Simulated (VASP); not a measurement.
A run of VASP 6.6.1 is set up as follows.

POSCAR

```
ZnGaP
1.0
    4.0159400000      0.0000000000      0.0000000000
   -2.0079700000      3.4779100000      0.0000000000
    0.0000000000      0.0000000000      4.4042000000
Zn Ga P
1 1 1
Direct
    0.0000000000      0.0000000000      0.5000000000
    0.6666700000      0.3333300000      0.0000000000
    0.3333300000      0.6666700000      0.5000000000
```

Contents of INCAR.step1:

```
ALGO     = Normal         # electronic algorithm
EDIFF    = 1E-5           # SCF threshold, eV
ENCUT    = 520            # plane-wave cutoff, eV
GGA      = PE             # functional
ISIF     = 2              # what is computed and relaxed
ISMEAR   = -1             # smearing method
LASPH    = T              # aspherical terms in the spheres
LCHARG   = F              # write CHGCAR
LREAL    = F              # projectors in reciprocal space
LWAVE    = T              # write WAVECAR
NELM     = 60             # most SCF steps
PREC     = Accurate       # precision mode
SIGMA    = 0.05           # smearing width, eV
```

File INCAR.step2:

```
AEXX     = 0.25           # exact-exchange fraction
ALGO     = Normal         # electronic algorithm
EDIFF    = 1E-6           # SCF threshold, eV
ENCUT    = 520            # plane-wave cutoff, eV
GGA      = PE             # functional
HFSCREEN = 0.15           # screening, 1/A
ISIF     = 2              # what is computed and relaxed
ISMEAR   = -1             # smearing method
ISTART   = 1            
LASPH    = T              # aspherical terms in the spheres
LCHARG   = F              # write CHGCAR
LHFCALC  = T              # exact exchange
LREAL    = F              # projectors in reciprocal space
LWAVE    = F              # write WAVECAR
NELM     = 60             # most SCF steps
PREC     = Accurate       # precision mode
PRECFOCK = Fast         
SIGMA    = 0.05           # smearing width, eV
```

The input KPOINTS:

```
k-points
0
Gamma
  4 4 3
```

Potentials or basis: VASP PAW PBE potentials, release 64 (Zn, Ga_d, P).

Run with:

```console
$ cat potpaw_PBE.64/Zn/POTCAR potpaw_PBE.64/Ga_d/POTCAR potpaw_PBE.64/P/POTCAR > POTCAR
$ cp INCAR.step1 INCAR
$ mpirun -np 1 vasp_std > vasp.out
$ cp INCAR.step2 INCAR
$ mpirun -np 1 vasp_std > vasp.out
```

Q: What does it give for the band gap on the k mesh?

A: 0.29 eV, indirect (least direct gap 2.33 eV).

Q: Estimate the pressure.

A: 1.2 GPa.

Stress tensor (GPa, compression positive):
```
 1.41 -0.01  0.00
-0.01  1.39  0.00
 0.00  0.00  0.93
```

Caveat: the k mesh is coarse (spacing up to 0.48 Å⁻¹), so the values aren't converged, least of all with exact exchange; the PAW data sets were made with another functional, which shifts forces and pressure a little; an odd mesh through Γ misses points on the zone boundary, where band edges often lie.
